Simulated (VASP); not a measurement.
A convergence study with VASP on MoS₂ (atoms displaced from the space group 194 structure): a few settings are varied, all else stays as given below, so the limit is that of these other settings. The cell's lengths are 1 % over those of the tabulated start and one atom is moved, so it is off equilibrium.

```xyz
6
Lattice="1.5958 -2.7640 0.0000 1.5958 2.7640 0.0000 0.0000 0.0000 12.4230" Properties=species:S:1:pos:R:3 pbc="T T T"
Mo     1.5958     0.9213     3.1057
Mo     1.5958    -0.9213     9.3172
S      1.5958     0.9213    10.9198
S      1.5958    -0.9213     4.7083
S      1.5958    -0.9213     1.5032
S      1.6564     0.9213     7.7147
```

All values below come from LDA (Ceperley-Alder, Perdew-Zunger), VASP's LDA PAW potentials (set 64) (plane waves; VASP). The last row used: 550 eV cut-off, 7×7×2 Γ-centred mesh, Gaussian smearing of 0.050 eV, potentials Mo_sv S.

| setting | E (eV/atom) | pressure (GPa) | largest force (eV/Å) | electronic steps |
|---|---|---|---|---|
| ALGO = Normal, EDIFF = 1E-2 | -8.1113 | -10.76 | 1.274 | 11 |
| ALGO = Normal, EDIFF = 1E-3 | -8.1113 | -10.69 | 1.283 | 11 |
| ALGO = Normal, EDIFF = 1E-4 | -8.1113 | -10.67 | 1.285 | 12 |
| ALGO = Normal, EDIFF = 1E-5 | -8.1113 | -10.53 | 1.286 | 14 |
| ALGO = Normal, EDIFF = 1E-6 | -8.1113 | -10.56 | 1.286 | 15 |
| ALGO = Normal, EDIFF = 1E-7 | -8.1113 | -10.54 | 1.287 | 17 |
| ALGO = Normal, EDIFF = 1E-8 | -8.1113 | -10.54 | 1.287 | 18 |
| ALGO = Normal, EDIFF = 1E-9 | -8.1113 | -10.54 | 1.287 | 19 |
| ALGO = Fast, EDIFF = 1E-2 | -8.1112 | -10.43 | 1.338 | 10 |
| ALGO = Fast, EDIFF = 1E-3 | -8.1113 | -10.51 | 1.287 | 12 |
| ALGO = Fast, EDIFF = 1E-4 | -8.1113 | -10.52 | 1.281 | 13 |
| ALGO = Fast, EDIFF = 1E-5 | -8.1113 | -10.54 | 1.289 | 15 |
| ALGO = Fast, EDIFF = 1E-6 | -8.1113 | -10.54 | 1.286 | 17 |
| ALGO = Fast, EDIFF = 1E-7 | -8.1113 | -10.54 | 1.287 | 18 |
| ALGO = Fast, EDIFF = 1E-8 | -8.1113 | -10.54 | 1.287 | 20 |
| ALGO = Fast, EDIFF = 1E-9 | -8.1113 | -10.54 | 1.287 | 23 |
| ALGO = All, EDIFF = 1E-3 | -8.1111 | -10.50 | 1.270 | 16 |
| ALGO = All, EDIFF = 1E-4 | -8.1113 | -10.51 | 1.297 | 20 |
| ALGO = All, EDIFF = 1E-5 | -8.1113 | -10.56 | 1.284 | 24 |
| ALGO = All, EDIFF = 1E-6 | -8.1113 | -10.53 | 1.287 | 27 |
| ALGO = All, EDIFF = 1E-7 | -8.1113 | -10.54 | 1.286 | 31 |
| ALGO = All, EDIFF = 1E-8 | -8.1113 | -10.54 | 1.286 | 34 |
| ALGO = All, EDIFF = 1E-9 | -8.1113 | -10.54 | 1.287 | 38 |

Left out are rungs that failed or repeat a setting and relaxations that didn't move; long series are thinned to 24 rows.

The compound is MoS2 in the 2H layered structure. The cell was not relaxed at this level, it is distorted from the ideal structure.
